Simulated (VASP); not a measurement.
WSe2, a slab with vacuum:

```
Se W
1.0
     3.28725    0.00000    0.00000
    -1.64363    2.84684    0.00000
     0.00000    0.00000   21.34626
Se W
2 1
Direct
  0.33333 0.66667 0.42099
  0.33333 0.66667 0.57901
  0.66667 0.33333 0.50000
```

Base run:

```yaml
Program: VASP 6.6.1
Functional: HSE06
Potentials_or_basis: VASP PAW PBE potentials, release 64 (Se, W_sv)
Cutoff: 520 eV
k_mesh: 9 × 9 × 1
Occupations: gaussian, width 0.03 eV
Spin: no spin polarisation
```

Its results: band gap on the k mesh 2.15 eV, direct; largest force 0.514 eV/Å.

The run is repeated on the same cell with these changes: functional from HSE06 to PBE0. What comes out?

Band gap on the k mesh 2.78 eV, direct; largest force 0.499 eV/Å.

Caveats: the PAW data sets were made with another functional, which shifts forces and pressure a little; spin-orbit coupling is left out, which moves the levels of the heavy elements.
